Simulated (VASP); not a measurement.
Input:

```
CELL_PARAMETERS angstrom
      4.19380     0.00000     0.00000
      0.00000     4.19380     0.00000
      0.00000     0.00000     2.68425
ATOMIC_POSITIONS crystal
  Si 0.00000 0.00000 0.00000
  Si 0.50000 0.50000 0.50000
  O  0.30595 0.30595 0.00000
  O  0.80595 0.19405 0.50000
  O  0.19405 0.80595 0.50000
  O  0.69405 0.69405 0.00000
```

Computed with PBEsol GGA, VASP's PBE PAW potentials (set 64) (plane waves; VASP). Settings: 520 eV cut-off, 5×5×8 Γ-centred mesh, Gaussian smearing of 0.010 eV, potentials Si O.

Question: Give the electronic dielectric tensor ε∞ (DFPT, local fields included).

Answer: 
```
3.41  0.00  0.00
0.00  3.41  0.00
0.00  0.00  3.59
```

Question: Give the Born effective charges.

Answer: 
| atom | Z*xx | Z*yy | Z*zz | mean |
|---|---|---|---|---|
| Si1 | 3.80 | 3.80 | 4.05 | 3.88 |
| Si2 | 3.80 | 3.80 | 4.05 | 3.88 |
| O3 | -1.90 | -1.90 | -2.02 | -1.94 |
| O4 | -1.90 | -1.90 | -2.02 | -1.94 |
| O5 | -1.90 | -1.90 | -2.02 | -1.94 |
| O6 | -1.90 | -1.90 | -2.02 | -1.94 |

Question: And the static tensor with the ions free?

Answer: 
```
11.4  0.00  0.00
0.00  11.4  0.00
0.00  0.00  9.02
```

Question: Which frequencies do the optical Γ-point modes have (no LO-TO splitting)?

Answer: 218, 377, 453 (×2), 567 (×2), 574 (×2), 578, 648, 739, 746, 809 (×2), 925 cm⁻¹.

The compound is SiO2 in the rutile structure, stishovite, a high-pressure form. It was relaxed first.
